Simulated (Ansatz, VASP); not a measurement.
# AlN: VASP beside Ansatz, part 2 of 2

Wanted: the spread between two codes on one cell, functional and k mesh.  The cell is taken from a series of runs on this material, whose earlier steps may have relaxed or scaled it; both programs get it as it stands.

VASP 6.6.1 and Ansatz 0.2.0.

So far. Step 2 (Ansatz: single point, LDA): The run ends at a pressure of -4.38 GPa, with forces up to 0.17 eV/Å. Step 3 (VASP: single point, LDA): The run ends at a pressure of -3.92 GPa, with forces up to 0.17 eV/Å.

### Step 5. Ansatz: single point, r2SCAN

Level of this step: Ansatz beside VASP: Kohn-Sham DFT, plane waves, r2SCAN (Ansatz).

A single point gives forces, pressure and levels at one fixed geometry, so differences don't come from the geometry; what else differs is listed under the comparison.

The cell is taken from a series of runs on this material, whose earlier steps may have relaxed or scaled it; both programs get it as it stands.

File input.yaml:

```yaml
crystal:
  lattice:
    - [3.111, 0.0, 0.0]
    - [-1.5555, 2.6942050312, 0.0]
    - [0.0, 0.0, 4.978]
  atoms:
    - { symbol: Al, position: [0.6666666667, 0.3333333333, 0.5] }
    - { symbol: Al, position: [0.3333333333, 0.6666666667, 0.0] }
    - { symbol: "N", position: [0.6666666667, 0.3333333333, 0.885] }
    - { symbol: "N", position: [0.3333333333, 0.6666666667, 0.385] }
hamiltonian:
  xc: r2scan
  pseudopotentials: { kind: paw }
kpoints:
  mp_grid: { grid: [8, 8, 4] }
  band_path:
    path:
      - [0.0, 0.0, 0.0]
      - [0.16667, 0.0, 0.0]
      - [0.33333, 0.0, 0.0]
      - [0.5, 0.0, 0.0]
      - [0.46296, 0.07407, 0.0]
      - [0.40741, 0.18519, 0.0]
      - [0.35185, 0.2963, 0.0]
      - [0.2963, 0.2963, 0.0]
      - [0.18519, 0.18519, 0.0]
      - [0.07407, 0.07407, 0.0]
      - [0.0, 0.0, 0.0]
      - [0.0, 0.0, 0.16667]
      - [0.0, 0.0, 0.33333]
      - [0.0, 0.0, 0.5]
      - [0.11111, 0.0, 0.5]
      - [0.33333, 0.0, 0.5]
      - [0.5, 0.0, 0.5]
      - [0.46296, 0.07407, 0.5]
      - [0.40741, 0.18519, 0.5]
      - [0.35185, 0.2963, 0.5]
      - [0.2963, 0.2963, 0.5]
      - [0.18519, 0.18519, 0.5]
      - [0.07407, 0.07407, 0.5]
      - [0.5, 0.0, 0.5]
      - [0.5, 0.0, 0.33333]
      - [0.5, 0.0, 0.16667]
      - [0.5, 0.0, 0.0]
      - [0.33333, 0.33333, 0.11111]
      - [0.33333, 0.33333, 0.27778]
      - [0.33333, 0.33333, 0.5]
    npoints: 1
scf:
  occupations: { method: gaussian, width: 0.03 }
  n_extra_bands: 8
output:
  forces: true
  stress: true
  eigenvalues: true
```

Run with:

```bash
> ansatz run input.yaml --threads 2 --pin off --max-ram 4608MiB --backend cpu --events-out ev --progress --plain --runs-dir out
```

Numbers of over 12 decimals in the logs are rounded to 6 here.

Output:

```text
[...]
Crystal: 4 atoms, lattice volume = 41.724 Å³
Basis set: ecut = 500 eV, 1087 PW (Γ), exchange–correlation on 96×96×160 points (64 copies of the dense FFT grid, shifted against one another)
Bands: 16, of which v1, the nominal top of the filled ones, is band 8 counted from 1 (7 counted from 0)
Symmetry: 12 space group operations
[...]
k-points: 30 of 256 (time reversal used)
[...]
k-point 0: bands = [... 4 lower, 5.9855, 6.6522, 6.6522, 6.9622, 11.7599, 14.4008, 18.5283, 18.9129, ... 4 higher]
  k-point 1: bands = [... 4 lower, 6.0783, 6.0783, 6.5497, 6.5497, 12.7432, 14.5044, 18.1680, 18.8717, ... 4 higher]
  k-point 2: bands = [... 4 lower, 6.3091, 6.3091, 6.3091, 6.3091, 14.1245, 14.1245, 18.2060, 18.2060, ... 4 higher]
  k-point 29: bands = [... 4 lower, 3.3519, 3.3519, 6.0806, 6.0806, 14.4935, 14.4935, 16.1579, 16.1579, ... 4 higher]
[key lines of the parts left out:]
SCF converged after 7 iterations
Free energy (F): -1856.967012 eV
Fermi energy:    9.361057 eV
P = ⅓ Tr σ = -0.6039 GPa (-6.039 kbar)
```

### Step 6. VASP: single point, r2SCAN

The same cell, functional, mesh and smearing now go to VASP, with its own data sets and cutoff.

File INCAR:

```
SYSTEM = AlN
PREC = Accurate
ENCUT = 680
EDIFF = 1E-06
NELM = 100
ISMEAR = 0
SIGMA = 0.03
LREAL = .FALSE.
ALGO = Normal
METAGGA = R2SCAN
LASPH = .TRUE.
NBANDS = 14
LORBIT = 11
LWAVE = .FALSE.
LCHARG = .FALSE.
KPAR = 2
ISIF = 2
```

File POSCAR:

```
AlN
1.0
    3.1110000000      0.0000000000      0.0000000000
   -1.5555000000      2.6942050312      0.0000000000
    0.0000000000      0.0000000000      4.9780000000
Al N
2 2
Direct
    0.6666666667      0.3333333333      0.5000000000
    0.3333333333      0.6666666667      0.0000000000
    0.6666666667      0.3333333333      0.8850000000
    0.3333333333      0.6666666667      0.3850000000
```

File KPOINTS:

```
Automatic mesh
0
Gamma
8 8 4
0 0 0
```

Potentials, in the order of the species: Al_GW and N_GW (PBE family, release 64).

Run with:

```bash
> mpirun -np 2 vasp_std
```

Output:

```text
[banner, memory and clock lines left out]
running    2 mpi-ranks, on    1 nodes
[...]
|                                                                             |
|               ----> ADVICE to this user running VASP <----                  |
|                                                                             |
|     You enforced a specific xc type in the INCAR file but a different       |
|     [... a line on the potential file left out ...]
|     I HOPE YOU KNOW WHAT YOU ARE DOING!                                     |
|                                                                             |

 LDA part: xc-table for (None), standard interpolation
 POSCAR, INCAR and KPOINTS ok, starting setup
[...]
entering main loop
       N       E                     dE             d eps       ncg     rms          rms(c)
DAV:   1     0.752939961022E+02    0.75294E+02   -0.89717E+03   840   0.133E+03
DAV:   2    -0.397109861638E+02   -0.11500E+03   -0.98618E+02  1186   0.363E+02
DAV:   3    -0.472999433383E+02   -0.75890E+01   -0.75114E+01  1170   0.759E+01
DAV:   4    -0.474508043042E+02   -0.15086E+00   -0.15076E+00  1026   0.140E+01
[...]
DAV:  10    -0.384302778257E+02   -0.29983E-03   -0.86154E-04  1044   0.298E-01    0.517E-02
DAV:  11    -0.384302495925E+02    0.28233E-04   -0.17464E-04  1434   0.180E-01    0.238E-03
DAV:  12    -0.384302497709E+02   -0.17836E-06   -0.54133E-06  1128   0.249E-02
   1 F= -.38430250E+02 E0= -.38430250E+02  d E =-.105544E-20
```

Parts of OUTCAR (step 6):

```text
  Total       -0.2026076     -0.2026076     -0.5903919      0.0000000      0.0000000      0.0000000
  in kB       -7.7800224     -7.7800224    -22.6707256      0.0000000      0.0000000      0.0000000
  external PRESSURE =     -12.7435901 kB  Pullay stress =       0.0000000 kB

 POSITION                                       TOTAL-FORCE (eV/Angst)
 -----------------------------------------------------------------------------------
      1.55550      0.89807      2.48900        -0.000000      0.000000      0.196503
     -0.00000      1.79614      0.00000         0.000000      0.000000      0.196503
      1.55550      0.89807      4.40553        -0.000000      0.000000     -0.196503
     -0.00000      1.79614      1.91653         0.000000      0.000000     -0.196503
 -----------------------------------------------------------------------------------
    total drift:                               -0.000000     -0.000000     -0.000823

  FREE ENERGIE OF THE ION-ELECTRON SYSTEM (eV)
  ---------------------------------------------------
  free  energy   TOTEN  =       -38.4302497709 eV

  energy  without entropy=      -38.4302497709  energy(sigma->0) =      -38.43024977

[... 3 further parts left out ...]
[key lines of the parts left out:]
E-fermi :   5.1214
```

The run ends at a pressure of -1.27 GPa, with forces up to 0.20 eV/Å.

### Step 7. Comparison

What differs besides the data sets and the points named for the pairs above, as far as they apply: VASP keeps PBE cores, Ansatz makes them for the functional; the cutoff is 500 eV in Ansatz and 680 eV in VASP. Total energies have different zeros and are not compared.

Compared:

| quantity | Ansatz | VASP | difference |
| --- | --- | --- | --- |
| pressure (GPa) | -0.60 | -1.27 | +0.67 |
| gap on the k mesh (eV) | 4.798 | 4.816 | -0.019 |

Forces (eV/Å; atoms numbered as in POSCAR):

| atom | Ansatz x, y, z | VASP x, y, z |
| --- | --- | --- |
| Al1 | 0.000, 0.000, 0.194 | 0.000, 0.000, 0.197 |
| Al2 | 0.000, 0.000, 0.194 | 0.000, 0.000, 0.197 |
| N3 | 0.000, 0.000, -0.194 | 0.000, 0.000, -0.197 |
| N4 | 0.000, 0.000, -0.194 | 0.000, 0.000, -0.197 |

The forces differ by 1.4 meV/Å r.m.s., which is 1.3 % of the r.m.s. force of 0.11 eV/Å (both taken over all components).

### Step 8. Looking for the cause

How far does this hang on the set-up? Further runs change one program's set-up at a time, as the table lists.

| run | r.m.s. force difference (meV/Å) |
| --- | --- |
| as above | 1.4 |
| VASP with the data sets Al and N_h and a cutoff of 1210 eV | 1.1 |

### Step 9. Summary of results

```json
{
 "r.m.s. force difference (single point, LDA)": "2.1 meV/Å",
 "r.m.s. force difference (single point, r2SCAN)": "1.4 meV/Å",
 "difference in pressure (single point, r2SCAN)": "0.67 GPa"
}
```

**Reading.** The difference in pressure is 0.67 GPa (single point, r2SCAN), within the 1 GPa picked in this series as the mark of a large difference. For single point, r2SCAN: no further run halves the r.m.s. force difference. Differences of this kind measure data sets and numerical settings, not the functional's error against experiment.

[Lines on the potential files, build, host, timing and source positions are cut from VASP's logs without a mark.]

[Logs are printed without paths, hosts, clocks, repeated set-up lines and the standing remarks that a program may print on its own settings, such as how far it seeks lower states.]

[Hosts, paths, dates, database ids (printed as entryN), source tags and the programs' standing remarks are cut or masked in the printed files.]
